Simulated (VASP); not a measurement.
# NbTe (P-6m2) in VASP: single point with r2SCAN

Aim: the single point of NbTe with r2SCAN.

All numbers are computed with VASP 6.6.1; they aren't measurements. Logs are shortened: lines on timing, memory, paths and dates and some standing lists are left out, and cuts for length are marked.

### Step 1. Starting point

The structure is hexagonal, space group P-6m2 (No. 187). The conventional cell has a = 3.703 Å, b = 3.703 Å, c = 3.694 Å, α = 90.00°, β = 90.00°, γ = 120.00°. Around Nb (site symmetry -6m2) lie 6 Te at 2.83 Å. Te (site symmetry -6m2) has 6 Nb at 2.83 Å as nearest neighbours.

The cell comes from a database or a generator and needn't be the stable form of this composition.

### Step 2. Single point, r2SCAN

POSCAR

```
NbTe
1.0
    3.7029743866      0.0000000000      0.0000000000
   -1.8514871933      3.2068698884      0.0000000000
    0.0000000000      0.0000000000      3.6942110000
Nb Te
1 1
Direct
    0.0000000000      0.0000000000      0.5000000000
    0.6666666700      0.3333333300      0.0000000000
```

INCAR.step1

```
PREC = Accurate ; ENCUT = 520
ISMEAR = 0 ; SIGMA = 0.1
LREAL = False ; LASPH = True
NELM = 100 ; NBANDS = 16
GGA = PE ; ALGO = Normal
EDIFF = 1E-4 ; LWAVE = True
LCHARG = False
```

INCAR.step2

```
PREC = Accurate ; ENCUT = 520
EDIFF = 1E-6 ; ISMEAR = 0
SIGMA = 0.1 ; LREAL = False
LASPH = True ; NELM = 100
ALGO = Normal ; ISIF = 2
LWAVE = False ; LCHARG = False
METAGGA = R2SCAN ; LMIXTAU = True
NBANDS = 16 ; ISTART = 1
```

KPOINTS

```
regular mesh
0
Gamma
  6 6 6
```

Potentials or basis: VASP PAW PBE potentials, release 64 (Nb_sv, Te).

Launch:

```
$ cat potpaw_PBE.64/Nb_sv/POTCAR potpaw_PBE.64/Te/POTCAR > POTCAR
$ cp INCAR.step1 INCAR
$ mpirun -np 1 vasp_std > vasp.out
$ cp INCAR.step2 INCAR
$ mpirun -np 1 vasp_std > vasp.out
```

OUTCAR:

```text
PREC = Accurate
   ENCUT = 520
   EDIFF = 1E-6
   ISMEAR = 0
   LREAL = False
   LASPH = True
   NELM = 100
   ISIF = 2
   METAGGA = R2SCAN
   ISTART = 1

 ion  position               nearest neighbor table
   1  0.000  0.000  0.500-   2 2.83   2 2.83   2 2.83   2 2.83   2 2.83   2 2.83
   2  0.667  0.333  0.000-   1 2.83   1 2.83   1 2.83   1 2.83   1 2.83   1 2.83

  LATTYP: Found a hexagonal cell.
 ALAT       =     3.7029743866
 C/A-ratio  =     0.9976334196

  Lattice vectors:

 A1 = (   3.7029743866,   0.0000000000,   0.0000000000)
 A2 = (  -1.8514871933,   3.2068698884,   0.0000000000)
 A3 = (   0.0000000000,   0.0000000000,   3.6942110000)

Analysis of symmetry for initial positions (statically):
=====================================================================
 Subroutine PRICEL returns:
 Original cell was already a primitive cell.

 Routine SETGRP: Setting up the symmetry group for a
 hexagonal supercell.

 Subroutine GETGRP returns: Found 12 space group operations
 (whereof 12 operations were pure point group operations)
 out of a pool of 24 trial point group operations.

The static configuration has the point symmetry D_3h.

Analysis of symmetry for dynamics (positions and initial velocities):
=====================================================================
 Subroutine PRICEL returns:
 Original cell was already a primitive cell.

 Routine SETGRP: Setting up the symmetry group for a
 hexagonal supercell.

 Subroutine GETGRP returns: Found 12 space group operations
 (whereof 12 operations were pure point group operations)
 out of a pool of 24 trial point group operations.

The dynamic configuration has the point symmetry D_3h.

 Subroutine INISYM returns: Found 12 space group operations
 (whereof 12 operations are pure point group operations),
 and found     1 'primitive' translations

----------------------------------------------------------------------------------------

                                     Primitive cell

  volume of cell :      43.8686

  direct lattice vectors                    reciprocal lattice vectors
     3.702974387  0.000000000  0.000000000     0.270053178  0.155915275  0.000000000
    -1.851487193  3.206869888  0.000000000     0.000000000  0.311830550  0.000000000
     0.000000000  0.000000000  3.694211000     0.000000000  0.000000000  0.270693796

  length of vectors
     3.702974387  3.702974387  3.694211000     0.311830550  0.311830550  0.270693796

  position of ions in fractional coordinates (direct lattice)
     0.000000000  0.000000000  0.500000000
     0.666666670  0.333333330  0.000000000

  ion indices of the primitive-cell ions
   primitive index   ion index
                 1           1
                 2           2

----------------------------------------------------------------------------------------

 KPOINTS: regular mesh

Automatic generation of k-mesh.
 Grid dimensions read from file:
 generate k-points for:    6    6    6

 Generating k-lattice:

  Cartesian coordinates                     Fractional coordinates (reciprocal lattice)
     0.045008863  0.025985879  0.000000000     0.166666667  0.000000000  0.000000000
     0.000000000  0.051971758  0.000000000     0.000000000  0.166666667  0.000000000
     0.000000000  0.000000000  0.045115633     0.000000000  0.000000000  0.166666667

  Length of vectors
     0.051971758  0.051971758  0.045115633

  Shift w.r.t. Gamma in fractional coordinates (k-lattice)
     0.000000000  0.000000000  0.000000000

 Subroutine IBZKPT returns following result:
 ===========================================

 Found     28 irreducible k-points:

 Following reciprocal coordinates:
            Coordinates               Weight
  0.000000  0.000000  0.000000      1.000000
  0.166667 -0.000000  0.000000      6.000000
  0.333333  0.000000  0.000000      6.000000
  0.500000 -0.000000  0.000000      3.000000
  0.166667  0.166667  0.000000      6.000000
  0.333333  0.166667  0.000000     12.000000
[... 16 lines left out ...]
  0.166667 -0.000000  0.500000      6.000000
  0.333333  0.000000  0.500000      6.000000
 [... further k-points ...]
   k-points           NKPTS =     28   k-points in BZ     NKDIM =     28   number of bands    NBANDS=     16
   number of dos      NEDOS =    301   number of ions     NIONS =      2
   total plane-waves  NPLWV =  21952
   dimension x,y,z NGX =    28 NGY =   28 NGZ =   28
   dimension x,y,z NGXF=    56 NGYF=   56 NGZF=   56
   ions per type =               1   1
   NGX,Y,Z   is equivalent  to a cutoff of  12.57, 12.57, 12.60 a.u.
   NGXF,Y,Z  is equivalent  to a cutoff of  25.14, 25.14, 25.20 a.u.
 SYSTEM =  unknown system
   PREC   = accura    normal or accurate (medium, high low for compatibility)
   ISTART =      1    job   : 0-new  1-cont  2-samecut
   ICHARG =      0    charge: 1-file 2-atom 10-const
   ISPIN  =      1    spin polarized calculation?
   LNONCOLLINEAR =      F non collinear calculations
   LSORBIT =      F    spin-orbit coupling
   LASPH  =      T    aspherical Exc in radial PAW
   ENCUT  =  520.0 eV  38.22 Ry    6.18 a.u.   6.89  6.89  6.87*2*pi/ulx,y,z
   NELM   =    100;   NELMIN=  2; NELMDL=  0     # of ELM steps
   EDIFF  = 0.1E-05   stopping-criterion for ELM
   LREAL  =      F    real-space projection
   EDIFFG = 0.1E-04   stopping-criterion for IOM
   NSW    =      0    number of steps for IOM
   IBRION =     -1    ionic relax: 0-MD 1-quasi-New 2-CG
   NFREE  =      0    steps in history (QN), initial steepest desc. (CG)
   ISIF   =      2    stress and relaxation
   ISYM   =      2    0-nonsym 1-usesym 2-fastsym
   POTIM  = 0.5000    time-step for ionic-motion
   TEBEG  =    0.0;   TEEND  =   0.0 temperature during run
   PSTRESS=    0.0 pullay stress
   NELECT =      19.0000    total number of electrons
   NUPDOWN=      -1.0000    fix difference up-down
   EMIN   =  10.00;   EMAX   =-10.00  energy-range for DOS
   EFERMI =   0.00;   METHOD = LEGACY
   ISMEAR =     0;   SIGMA  =   0.10  broadening in eV -4-tet -1-fermi 0-gaus
   EFERMI_NEDOS =   21; number of points for ismear=-14 and -15
   IALGO  =     38    algorithm
   IMIX   =      4    mixing-type and parameters
     AMIX     =   0.40;   BMIX     =  1.00
     AMIX_MAG =   1.60;   BMIX_MAG =  1.00
  volume/ion in A,a.u.               =      21.93       148.02
  Fermi-wavevector in a.u.,A,eV,Ry     =   1.238630  2.340671 20.874103  1.534203
  Thomas-Fermi vector in A             =   2.373147
   LORBIT       =      0    0 simple, 1 ext, 2 COOP (PROOUT), +10 PAW based schemes
   METAGGA = R2SCAN    functional components
   LHFCALC =     F    Hartree Fock is set to
   AEXX    =    0.0000 exact exchange contribution
   IVDW    =     0    specifies the selected vdW correction
   LEPSILON=     F    determine dielectric tensor
   LRPA    =     F    only Hartree local field effects (RPA)
 non-spin polarized calculation
 Gauss-broadening in eV      SIGMA  =   0.10
  energy-cutoff  :      520.00
  volume of cell :       43.87
 maximum number of plane-waves:      1200
 NGX is ok and might be reduce to    28
   NGX = 13   NGY = 13   NGZ = 13

 number of electron      18.9999998 magnetization

 Free energy of the ion-electron system (eV)
  ---------------------------------------------------
  ext. energy  EPLUGINS =         0.00000000
  ---------------------------------------------------
  free energy    TOTEN  =       -50.65258068 eV

  energy without entropy =      -50.64230347  energy(sigma->0) =      -50.64744207

 E-fermi :  11.1237     XC(G=0): -11.9979

 val. band max:       11.1161994410   @ k =   0.1667  -0.0000   0.0000
 cond. band min:      11.1812659620   @ k =   0.3333   0.1667   0.1667
 fundamental gap:      0.0650665211
 Fermi energy:        11.1236904628

 k-point     1 :       0.0000    0.0000    0.0000
  band No.  band energies     occupation
      1     -46.4040      2.00000
      2     -21.8946      2.00000
      3     -21.7039      2.00000
      4     -21.7039      2.00000
      5      -3.8252      2.00000
      6       7.6963      2.00000
[... 8 lines left out ...]
     15      17.4921      0.00000
     16      18.4120      0.00000

 k-point     2 :       0.1667   -0.0000    0.0000
  band No.  band energies     occupation
      1     -46.4015      2.00000
      2     -21.8885      2.00000
      3     -21.7406      2.00000
      4     -21.7126      2.00000
      5      -3.4778      2.00000
      6       6.4528      2.00000
[... 8 lines left out ...]
     15      17.4922      0.00000
     16      19.6677      0.00000

 k-point     3 :       0.3333    0.0000    0.0000
  band No.  band energies     occupation
      1     -46.3966      2.00000
      2     -21.8761      2.00000
      3     -21.8131      2.00000
      4     -21.7298      2.00000
      5      -2.6272      2.00000
      6       4.5043      2.00000
[... 8 lines left out ...]
     15      18.3096      0.00000
     16      20.1828      0.00000

 k-point     4 :       0.5000   -0.0000    0.0000
  band No.  band energies     occupation
      1     -46.3941      2.00000
      2     -21.8699      2.00000
      3     -21.8488      2.00000
      4     -21.7384      2.00000
      5      -2.0600      2.00000
      6       3.5083      2.00000
[... 8 lines left out ...]
     15      17.1949      0.00000
     16      20.2207      0.00000
[... 324 lines left out ...]
 k-point    22 :       0.0000    0.0000    0.5000
  band No.  band energies     occupation
      1     -46.3983      2.00000
      2     -22.0158      2.00000
      3     -21.6932      2.00000
      4     -21.6932      2.00000
      5      -2.3961      2.00000
      6       3.1206      2.00000
[... 8 lines left out ...]
     15      17.5384      0.00000
     16      20.4624      0.00000

 k-point    23 :       0.1667   -0.0000    0.5000
  band No.  band energies     occupation
      1     -46.3959      2.00000
      2     -22.0056      2.00000
      3     -21.7266      2.00000
      4     -21.7005      2.00000
      5      -2.2468      2.00000
      6       3.5194      2.00000
[... 8 lines left out ...]
     15      18.0640      0.00000
     16      20.1812      0.00000

 k-point    24 :       0.3333    0.0000    0.5000
  band No.  band energies     occupation
      1     -46.3910      2.00000
      2     -21.9850      2.00000
      3     -21.7927      2.00000
      4     -21.7152      2.00000
      5      -1.8902      2.00000
      6       4.3562      2.00000
[... 8 lines left out ...]
     15      16.7355      0.00000
     16      18.7519      0.00000

 [... further k-points ...]

------------------------ aborting loop because EDIFF is reached ----------------------------------------

  FORCE on cell =-STRESS in cart. coord.  units (eV):
  Direction    XX          YY          ZZ          XY          YZ          ZX
  --------------------------------------------------------------------------------------
  -------------------------------------------------------------------------------------
  Total       -0.4245249     -0.4245249     -0.3704869     -0.0000000     -0.0000000      0.0000000
  in kB      -15.5045784    -15.5045784    -13.5309949     -0.0000000     -0.0000000      0.0000000
  external PRESSURE =     -14.8467172 kB  Pullay stress =       0.0000000 kB

 VOLUME and BASIS-vectors are now :
 -----------------------------------------------------------------------------
  energy-cutoff  :      520.00
  volume of cell :       43.87
      direct lattice vectors                 reciprocal lattice vectors
     3.702974387  0.000000000  0.000000000     0.270053178  0.155915275  0.000000000
    -1.851487193  3.206869888  0.000000000     0.000000000  0.311830550  0.000000000
     0.000000000  0.000000000  3.694211000     0.000000000  0.000000000  0.270693796

 POSITION                                       TOTAL-FORCE (eV/Angst)
 -----------------------------------------------------------------------------------
      0.00000      0.00000      1.84711        -0.000000      0.000000      0.000000
      1.85149      1.06896      0.00000         0.000000     -0.000000      0.000000
 -----------------------------------------------------------------------------------
    total drift:                               -0.000004      0.000002      0.000000

  FREE ENERGIE OF THE ION-ELECTRON SYSTEM (eV)
  ---------------------------------------------------
  free  energy   TOTEN  =       -50.6525806799 eV

  energy  without entropy=      -50.6423034680  energy(sigma->0) =      -50.64744207
```

Run time: 71 s. Hardware: 1 thread of Intel Xeon Platinum 8488C (Sapphire Rapids), shared host; peak memory 0.17 GiB.

What came out:

```
Free energy            : -50.6526 eV
Pressure               : -1.5 GPa
Band gap on the k mesh : none (metal or under the smearing width)
```

Caveat: the PAW data sets were made with another functional, which shifts forces and pressure a little. The run has no spin-orbit coupling, so splittings on Te are missing.
